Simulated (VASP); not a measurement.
A convergence study with VASP on As (a7): one setting is varied, all else stays as given below, so the limit is that of these other settings.

```
CELL_PARAMETERS angstrom
      3.68036    -1.88000     0.00000
      3.68036     1.88000     0.00000
      2.72002     0.00000     3.11142
ATOMIC_POSITIONS crystal
  As 0.22700 0.22700 0.22700
  As 0.77300 0.77300 0.77300
```

These are PBE GGA, VASP's PBE PAW potentials (set 64) (plane waves; VASP) values and carry that method's errors. The tightest run used: 550 eV cut-off, 21×21×21 Γ-centred mesh, first-order Methfessel-Paxton smearing of 0.10 eV, potentials As.

```csv
setting,E (eV/atom),pressure (GPa),largest force (eV/Å),irreducible k-points
1×1×1 mesh,0.5221,67.79,3.517,1
2×2×2 mesh,-3.6839,16.57,2.338,4
3×3×3 mesh,-4.7240,4.15,0.049,6
4×4×4 mesh,-4.6959,3.58,0.048,13
5×5×5 mesh,-4.6850,3.21,0.108,19
7×7×7 mesh,-4.6717,3.43,0.252,44
8×8×8 mesh,-4.6667,3.52,0.280,65
9×9×9 mesh,-4.6649,3.53,0.290,85
```

Question: These are the cheaper rows. Estimate the results at 21×21×21 mesh, and how far the last row shown lies from them.

Answer: 
| quantity | tightest run | last row shown is off by |
|---|---|---|
| E (eV/atom) | -4.6597 | -0.0051 |
| pressure (GPa) | 3.60 | -0.07 |
| largest force (eV/Å) | 0.275 | 0.016 |

Left out are rungs that failed or repeat a setting and relaxations that didn't move; long series are thinned to 24 rows.

The compound is As in the a7 structure. The cell was not relaxed at this level, forces remain on its atoms.
